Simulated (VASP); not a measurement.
Output of a VASP run:

**OUTCAR**
```
 ion  position               nearest neighbor table
   1  0.333  0.667  0.250-   2 2.63   2 2.66   2 2.66   2 2.71   2 2.71   2 2.73
   2  0.667  0.333  0.750-   1 2.63   1 2.66   1 2.66   1 2.71   1 2.71   1 2.73
  LATTYP: Found a base centered monoclinic cell.
 ALAT       =     4.7083004959
 B/A-ratio  =     0.5772347396
 C/A-ratio  =     0.9248572797
 COS(beta)  =    -0.0399840064
 Subroutine PRICEL returns:
 Original cell was already a primitive cell.
 Subroutine GETGRP returns: Found  4 space group operations
The static configuration has the point symmetry C_2h.
The dynamic configuration has the point symmetry C_2h.
 Subroutine INISYM returns: Found  4 space group operations
 Subroutine IBZKPT returns following result:
 Found    429 irreducible k-points:

 Following reciprocal coordinates:
            Coordinates               Weight
  0.000000  0.000000  0.000000      1.000000
  0.071429  0.000000  0.000000      4.000000
  0.142857  0.000000  0.000000      4.000000
  0.214286 -0.000000  0.000000      4.000000
  0.285714 -0.000000  0.000000      4.000000
  0.357143 -0.000000  0.000000      4.000000
  0.428571 -0.000000  0.000000      4.000000
  0.500000  0.000000  0.000000      2.000000
  0.071429  0.071429  0.000000      2.000000
  0.142857  0.071429  0.000000      4.000000
  0.214286  0.071429  0.000000      4.000000
  0.285714  0.071429  0.000000      4.000000
  0.357143  0.071429  0.000000      4.000000
  0.428571  0.071429  0.000000      4.000000
  0.500000  0.071429  0.000000      4.000000
 -0.428571  0.071429 -0.000000      4.000000
 -0.357143  0.071429 -0.000000      4.000000
 -0.285714  0.071429 -0.000000      4.000000
 -0.214286  0.071429 -0.000000      4.000000
 -0.142857  0.071429  0.000000      4.000000
 -0.071429  0.071429  0.000000      2.000000
  0.142857  0.142857  0.000000      2.000000
  0.214286  0.142857  0.000000      4.000000
  0.285714  0.142857  0.000000      4.000000
  0.357143  0.142857  0.000000      4.000000
  0.428571  0.142857  0.000000      4.000000
  0.500000  0.142857  0.000000      4.000000
 -0.428571  0.142857 -0.000000      4.000000
 -0.357143  0.142857 -0.000000      4.000000
 -0.285714  0.142857 -0.000000      4.000000
 -0.214286  0.142857 -0.000000      4.000000
 -0.142857  0.142857 -0.000000      2.000000
  0.214286  0.214286  0.000000      2.000000
  0.285714  0.214286  0.000000      4.000000
  0.357143  0.214286  0.000000      4.000000
  0.428571  0.214286  0.000000      4.000000
  0.500000  0.214286  0.000000      4.000000
 -0.428571  0.214286 -0.000000      4.000000
 -0.357143  0.214286 -0.000000      4.000000
 -0.285714  0.214286 -0.000000      4.000000
   k-points           NKPTS =    429   k-points in BZ     NKDIM =    429   number of bands    NBANDS=     17
   number of dos      NEDOS =    301   number of ions     NIONS =      2
   total plane-waves  NPLWV =  12800
   dimension x,y,z NGX =    20 NGY =   20 NGZ =   32
   dimension x,y,z NGXF=    40 NGYF=   40 NGZF=   64
   ions per type =               2
   PREC   = accura    normal or accurate (medium, high low for compatibility)
   ISTART =      0    job   : 0-new  1-cont  2-samecut
   ICHARG =      2    charge: 1-file 2-atom 10-const
   ISPIN  =      1    spin polarized calculation?
   LNONCOLLINEAR =      F non collinear calculations
   LSORBIT =      F    spin-orbit coupling
   INIWAV =      1    electr: 0-lowe 1-rand  2-diag
   ENCUT  =  480.0 eV  35.28 Ry    5.94 a.u.   4.86  4.86  7.78*2*pi/ulx,y,z
   NELM   =    100;   NELMIN=  2; NELMDL= -5     # of ELM steps
   EDIFF  = 0.1E-06   stopping-criterion for ELM
   LREAL  =      F    real-space projection
   NLSPLINE    = F    spline interpolate recip. space projectors
   LMAXMIX     =    4 max onsite mixed and CHGCAR
   VOSKOWN=      0    Vosko Wilk Nusair interpolation
   EDIFFG = 0.1E-05   stopping-criterion for IOM
...
```

### OSZICAR
```
       N       E                     dE             d eps       ncg     rms          rms(c)
DAV:   1     0.300241240876E+03    0.30024E+03   -0.16151E+04 14698   0.152E+03
DAV:   2    -0.164307248892E+02   -0.31667E+03   -0.31348E+03 16066   0.446E+02
DAV:   3    -0.240902358309E+02   -0.76595E+01   -0.75006E+01 17269   0.805E+01
DAV:   4    -0.241603751702E+02   -0.70139E-01   -0.69746E-01 16138   0.761E+00
DAV:   5    -0.241610204644E+02   -0.64529E-03   -0.64484E-03 16312   0.691E-01    0.264E+01
DAV:   6    -0.227038093057E+02    0.14572E+01   -0.34712E+00 15380   0.184E+01    0.830E+00
DAV:   7    -0.225245543162E+02    0.17925E+00   -0.67280E-01 16523   0.731E+00    0.943E-01
DAV:   8    -0.225127807959E+02    0.11774E-01   -0.12466E-02 15180   0.125E+00    0.271E-01
DAV:   9    -0.225127227469E+02    0.58049E-04   -0.46411E-04 17323   0.180E-01    0.264E-02
DAV:  10    -0.225127269298E+02   -0.41829E-05   -0.24643E-05 15373   0.442E-02    0.128E-02
DAV:  11    -0.225127265793E+02    0.35047E-06   -0.70608E-07 15667   0.902E-03    0.181E-03
DAV:  12    -0.225127260303E+02    0.54907E-06   -0.17272E-07  8042   0.360E-03    0.230E-04
DAV:  13    -0.225127260300E+02    0.28058E-09   -0.19261E-08  7466   0.120E-03
   1 F= -.22512726E+02 E0= -.22512631E+02  d E =-.285543E-03
```

### OUTCAR
```
------------------------ aborting loop because EDIFF is reached ----------------------------------------
  FORCE on cell =-STRESS in cart. coord.  units (eV):
  Direction    XX          YY          ZZ          XY          YZ          ZX
  --------------------------------------------------------------------------------------
  Total        0.2368803      0.1996587      0.1601874      0.0000000      0.9802311      0.0000000
  in kB       13.6331856     11.4909636      9.2192726      0.0000000     56.4152833      0.0000000
  external PRESSURE =      11.4478073 kB  Pullay stress =       0.0000000 kB
  volume of cell :       27.84
      direct lattice vectors                 reciprocal lattice vectors
     1.358897305 -2.353679559  0.047073591     0.367945391 -0.212518343 -0.004250367
     1.358897305  2.353679559 -0.047073591     0.367945391  0.212518343  0.004250367
     0.000000000 -0.087072707  4.353635349     0.000000000  0.004595700  0.229785014
 POSITION                                       TOTAL-FORCE (eV/Angst)
 -----------------------------------------------------------------------------------
      1.35890      0.76279      1.07272         0.000000      0.018444      0.007464
      1.35890     -0.84987      3.28092         0.000000     -0.018444     -0.007464
 -----------------------------------------------------------------------------------
    total drift:                                0.000000     -0.000000      0.000000
  FREE ENERGIE OF THE ION-ELECTRON SYSTEM (eV)
  ---------------------------------------------------
  free  energy   TOTEN  =       -22.5127260300 eV

  energy  without entropy=      -22.5124404868  energy(sigma->0) =      -22.51263085
```
(Selected blocks of OUTCAR.)

### POSCAR
```
Tc
1
    1.3588973053    -2.3536795591     0.0470735912
    1.3588973053     2.3536795591    -0.0470735912
    0.0000000000    -0.0870727070     4.3536353485
Tc
2
Direct
  0.3333330000   0.6666670000   0.2500000000
  0.6666670000   0.3333330000   0.7500000000
```

Task: Reconstruct the remaining input files.

Result: Several could match; the one computed here: the input of the run itself, PBEsol GGA, plane waves, VASP's PBE PAW potentials (set 64).

KPOINTS:
```
Automatic mesh
0
Gamma
14 14 8
0 0 0
```

INCAR:
```
SYSTEM = Tc
PREC = Accurate
ENCUT = 480
EDIFF = 1E-7
NELM = 100
ALGO = Normal
LREAL = .FALSE.
LASPH = .TRUE.
ISMEAR = 1
SIGMA = 0.1
GGA = PS
LMAXMIX = 4
LWAVE = .FALSE.
LCHARG = .FALSE.
ISIF = 2
```

POTCAR, in this order: Tc_pv (PBE.64 set). Program: vasp_std.

The compound is Tc in the hcp structure. This cell was strained or had an atom moved on purpose.
